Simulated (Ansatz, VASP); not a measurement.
# Hf (Hafnium) in two plane-wave programs, part 2 of 2

Wanted: the spread between two codes on one cell, functional and k mesh. The cell is taken from a series of runs on this material, whose earlier steps may have relaxed, scaled, displaced or heated it; both programs get it as it stands.

VASP 6.6.1 and Ansatz 0.2.0.

So far: The structure; Ansatz: zone-centre phonons, PBEsol; VASP: zone-centre phonons, PBEsol.

## Step 3: VASP: zone-centre phonons, PBEsol (continued)

Level of this step: PBEsol; plane waves and PAW (Hf_pv) (VASP).

Numbers of over 12 decimals in the logs are rounded to 6 here.

OUTCAR, selected parts (step 3):

```text
ion  position               nearest neighbor table
   1  0.333  0.667  0.250-   2 3.08   2 3.08   2 3.08   2 3.08   2 3.08   2 3.08
   2  0.667  0.333  0.750-   1 3.08   1 3.08   1 3.08   1 3.08   1 3.08   1 3.08

  LATTYP: Found a hexagonal cell.
 ALAT       =     3.2868389667
 C/A-ratio  =     1.4793953553

 Subroutine GETGRP returns: Found 24 space group operations
 (whereof 12 operations were pure point group operations)

The static configuration has the point symmetry D_3d.
 The point group associated with its full space group is D_6h.

 Found    135 irreducible k-points:

   k-points           NKPTS =    135   k-points in BZ     NKDIM =    135   number of bands    NBANDS=     16

   dimension x,y,z NGX =    24 NGY =   24 NGZ =   36
   dimension x,y,z NGXF=    48 NGYF=   48 NGZF=   72

   ENCUT  =  500.0 eV  36.75 Ry    6.06 a.u.   5.99  5.99  8.87*2*pi/ulx,y,z

   NELECT =      20.0000    total number of electrons

 k-points in reciprocal lattice and weights: Automatic mesh
   0.00000000  0.00000000  0.00000000       0.001
   0.06666667  0.00000000  0.00000000       0.003
   0.13333333  0.00000000  0.00000000       0.003
   0.20000000 -0.00000000  0.00000000       0.003
   0.26666667  0.00000000  0.00000000       0.003
   0.33333333 -0.00000000  0.00000000       0.003
   0.40000000 -0.00000000  0.00000000       0.003
   0.46666667 -0.00000000  0.00000000       0.003
   0.06666667  0.06666667  0.00000000       0.003
[...]
0.33333333  0.26666667  0.50000000       0.007
   0.33333333  0.33333333  0.50000000       0.001

 average (electrostatic) potential at core
       1 -37.3741       2 -37.3741

  Total       -2.2316531     -2.2316531     -0.1266200     -0.0000000      0.0000000     -0.0000000
  in kB      -78.5935844    -78.5935844     -4.4592606     -0.0000000      0.0000000     -0.0000000
  external PRESSURE =     -53.8821431 kB  Pullay stress =       0.0000000 kB

  energy-cutoff  :      500.00
  volume of cell :       45.49
      direct lattice vectors                 reciprocal lattice vectors
     3.286838967  0.000000000  0.000000000     0.304243685  0.175655174  0.000000000
    -1.643419483  2.846486043  0.000000000     0.000000000  0.351310347  0.000000000
     0.000000000  0.000000000  4.862534301     0.000000000  0.000000000  0.205654076

 POSITION                                       TOTAL-FORCE (eV/Angst)
 -----------------------------------------------------------------------------------
     -0.00000      1.89766      1.21563        -0.000000     -0.000000      0.000000
      1.64342      0.94883      3.64690         0.000000      0.000000      0.000000
 -----------------------------------------------------------------------------------
    total drift:                                0.000000     -0.000000      0.000000

 Eigenvectors and eigenvalues of the dynamical matrix
 ----------------------------------------------------

   1 f  =    3.784976 THz    23.781704 2PiTHz  126.253200 cm-1    15.653395 meV
             X         Y         Z           dx          dy          dz
     -0.000000  1.897657  1.215634     0.000000    0.000000   -0.707107
      1.643419  0.948829  3.646901    -0.000000    0.000000    0.707107

   2 f  =    2.592686 THz    16.290329 2PiTHz   86.482710 cm-1    10.722485 meV
             X         Y         Z           dx          dy          dz
     -0.000000  1.897657  1.215634     0.550235    0.444119    0.000000
      1.643419  0.948829  3.646901    -0.550235   -0.444119    0.000000

   3 f  =    2.592686 THz    16.290329 2PiTHz   86.482710 cm-1    10.722485 meV
             X         Y         Z           dx          dy          dz
     -0.000000  1.897657  1.215634    -0.444119    0.550235   -0.000000
      1.643419  0.948829  3.646901     0.444119   -0.550235    0.000000

   4 f  =    0.000000 THz     0.000000 2PiTHz    0.000001 cm-1     0.000000 meV
             X         Y         Z           dx          dy          dz
     -0.000000  1.897657  1.215634     0.515103   -0.484426   -0.000000
      1.643419  0.948829  3.646901     0.515103   -0.484426    0.000000

   5 f  =    0.000000 THz     0.000000 2PiTHz    0.000000 cm-1     0.000000 meV
             X         Y         Z           dx          dy          dz
     -0.000000  1.897657  1.215634     0.484426    0.515103   -0.000000
      1.643419  0.948829  3.646901     0.484426    0.515103    0.000000

   6 f  =    0.000000 THz     0.000000 2PiTHz    0.000000 cm-1     0.000000 meV
             X         Y         Z           dx          dy          dz
     -0.000000  1.897657  1.215634    -0.000000    0.000000    0.707107
      1.643419  0.948829  3.646901     0.000000    0.000000    0.707107

 ELASTIC MODULI CONTR FROM IONIC RELAXATION (kBar)
 Direction    XX          YY          ZZ          XY          YZ          ZX
 --------------------------------------------------------------------------------
 XX        -158.3564    158.3564      0.0000     -0.0000      0.0000     -0.0000
 YY         158.3564   -158.3564      0.0000     -0.0000     -0.0000      0.0000
 ZZ           0.0000      0.0000     -0.0000      0.0000     -0.0000      0.0000
 XY          -0.0000     -0.0000      0.0000   -158.3564      0.0000     -0.0000
 YZ           0.0000     -0.0000     -0.0000      0.0000     -0.0000      0.0000
 ZX          -0.0000      0.0000      0.0000     -0.0000      0.0000     -0.0000
 --------------------------------------------------------------------------------
```

Harder data sets than Hf_pv exist (the GW ones), and pressures, volumes and forces can shift noticeably with them.

## Step 4: Comparison

Known differences besides the potentials themselves: the data sets hold 52 valence electrons in Ansatz (on its PAW soft_1 files) and 20 in VASP; the cutoff is 420 eV in Ansatz and 500 eV in VASP; Ansatz makes its cores anew for this functional, VASP keeps those of its PBE data sets. Total energies have different zeros and are not compared.

Compared:

| quantity | Ansatz | VASP | difference |
| --- | --- | --- | --- |
| optical mode 1 to 2 (cm⁻¹) | 86.3 | 86.5 | -0.21 % |
| optical mode 3 (cm⁻¹) | 127.8 | 126.3 | +1.26 % |

Modes are paired by rising frequency, not by their patterns, so a pair may set unlike modes beside each other; they are those without the splitting of longitudinal modes.

## Step 5: Summary of results

```json
{
  "r.m.s. difference of the optical zone-centre modes, each program's sorted by frequency (zone-centre phonons, PBEsol)": "0.93 cm⁻¹",
  "difference in optical mode 3 (zone-centre phonons, PBEsol)": "+1.3 %"
}
```

In words: The r.m.s. difference of the optical zone-centre modes, each program's sorted by frequency is 0.93 cm⁻¹ (zone-centre phonons, PBEsol). The data sets hold unlike numbers of valence electrons (52 in Ansatz and 20 in VASP), so part of the differences comes from the potentials. Among the rows given in per cent, the largest difference of the zone-centre phonons, PBEsol pair is in optical mode 3, +1.3 %. Such differences can come from data sets, numerical settings and the points named under the comparisons, not from the functional's error against experiment.

[Lines on the potential files, build, host, timing and source positions are cut from VASP's logs without a mark.]

[Logs are printed without paths, hosts, clocks, repeated set-up lines and the standing remarks that a program may print on its own settings, such as how far it seeks lower states.]

[Hosts, paths, dates, database ids (printed as entryN), source tags and the programs' standing remarks are cut or masked in the printed files.]
